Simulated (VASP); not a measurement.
Output of a VASP run:

File OSZICAR:
```
       N       E                     dE             d eps       ncg     rms          rms(c)
DAV:   1     0.118151347608E+03    0.11815E+03   -0.84189E+03   448   0.130E+03
DAV:   2     0.391660232199E+01   -0.11423E+03   -0.11227E+03   484   0.310E+02
DAV:   3    -0.778800794340E+01   -0.11705E+02   -0.11289E+02   556   0.100E+02
DAV:   4    -0.809363320879E+01   -0.30563E+00   -0.30557E+00   502   0.185E+01
DAV:   5    -0.810420307368E+01   -0.10570E-01   -0.10570E-01   674   0.327E+00    0.328E+00
DAV:   6    -0.775303232461E+01    0.35117E+00   -0.10752E+00   590   0.557E+00    0.202E+00
DAV:   7    -0.775078639268E+01    0.22459E-02   -0.11655E-01   478   0.162E+00    0.101E+00
DAV:   8    -0.775344196303E+01   -0.26556E-02   -0.12764E-02   508   0.122E+00    0.133E-01
DAV:   9    -0.775391089046E+01   -0.46893E-03   -0.30804E-03   522   0.416E-01    0.933E-02
DAV:  10    -0.775432886613E+01   -0.41798E-03   -0.58028E-04   472   0.197E-01    0.289E-02
DAV:  11    -0.775443406335E+01   -0.10520E-03   -0.13618E-04   496   0.841E-02    0.817E-03
DAV:  12    -0.775444307787E+01   -0.90145E-05   -0.14694E-05   508   0.437E-02    0.299E-03
DAV:  13    -0.775444506720E+01   -0.19893E-05   -0.27927E-06   474   0.955E-03    0.280E-03
DAV:  14    -0.775444524211E+01   -0.17491E-06   -0.29538E-07   344   0.538E-03
   1 F= -.77544452E+01 E0= -.77544333E+01  d E =-.775445E+01
       N       E                     dE             d eps       ncg     rms          rms(c)
DAV:   1    -0.775693068080E+01   -0.24856E-02   -0.54012E-02   550   0.370E+00    0.268E-01
DAV:   2    -0.775498986741E+01    0.19408E-02   -0.35632E-03   556   0.919E-01    0.114E-01
DAV:   3    -0.775455512115E+01    0.43475E-03   -0.13338E-03   550   0.566E-01    0.206E-02
DAV:   4    -0.775453086627E+01    0.24255E-04   -0.52693E-05   588   0.621E-02    0.673E-03
DAV:   5    -0.775452639734E+01    0.44689E-05   -0.22304E-06   490   0.121E-02    0.309E-03
DAV:   6    -0.775452580366E+01    0.59368E-06   -0.62512E-07   308   0.113E-02
   2 F= -.77545258E+01 E0= -.77545181E+01  d E =-.805616E-04
```

### OUTCAR
```
------------------------ aborting loop because EDIFF is reached ----------------------------------------
  FORCE on cell =-STRESS in cart. coord.  units (eV):
  Direction    XX          YY          ZZ          XY          YZ          ZX
  --------------------------------------------------------------------------------------
  Total        0.0038553      0.0038553      0.0038553      0.0000000      0.0000000      0.0000000
  in kB        0.0792823      0.0792823      0.0792823      0.0000000      0.0000000      0.0000000
  external PRESSURE =       0.0792823 kB  Pullay stress =       0.0000000 kB
  volume of cell :       77.91
      direct lattice vectors                 reciprocal lattice vectors
    -0.000000000  3.389895435  3.389895435    -0.147497175  0.147497175  0.147497175
     3.389895435  0.000000000  3.389895435     0.147497175 -0.147497175  0.147497175
     3.389895435  3.389895435 -0.000000000     0.147497175  0.147497175 -0.147497175
 POSITION                                       TOTAL-FORCE (eV/Angst)
 -----------------------------------------------------------------------------------
     -0.00000      3.38990      3.38990        -0.000000     -0.000000     -0.000000
      1.69495      1.69495      1.69495         0.000000      0.000000      0.000000
 -----------------------------------------------------------------------------------
    total drift:                                0.000000      0.000000      0.000000
  FREE ENERGIE OF THE ION-ELECTRON SYSTEM (eV)
  ---------------------------------------------------
  free  energy   TOTEN  =        -7.7545258037 eV

  energy  without entropy=       -7.7545103571  energy(sigma->0) =       -7.75451808

 reached required accuracy - stopping structural energy minimisation
```
(Selected blocks of OUTCAR.)

**POSCAR**
```
SnSe
1
   -0.0000000000     3.3856992630     3.3856992630
    3.3856992630    -0.0000000000     3.3856992630
    3.3856992630     3.3856992630     0.0000000000
Sn Se
1 1
Direct
  0.0000000000   1.0000000000   0.0000000000
  0.2500000000   0.2500000000   0.2500000000
```

Task: Reconstruct the remaining input files.

Result: This is not unique; one that fits is the input of the run itself, PBE GGA, plane waves, VASP's PBE PAW potentials (set 64).

**INCAR**
```
SYSTEM = SnSe
PREC = Accurate; ENCUT = 400; LREAL = .FALSE.
LASPH = .TRUE.
EDIFF = 1E-6; NELM = 100; ALGO = Normal
LMAXMIX = 4
ISMEAR = 0; SIGMA = 0.05
GGA = PE
IBRION = 2; NSW = 60; ISIF = 3
EDIFFG = -0.01
LWAVE = .FALSE.; LCHARG = .FALSE.
```

KPOINTS:
```
Automatic mesh
0
Gamma
6 6 6
0 0 0
```

POTCAR, in this order: Sn_d Se (PBE.64 set). Program: vasp_std.

The structure was generated: SnSe was put into the zinc blende type (F-43m), which need not be its known phase. This run relaxes it. Symmetry was kept, so distortions that lower it aren't found. The start is the result of an earlier pass.
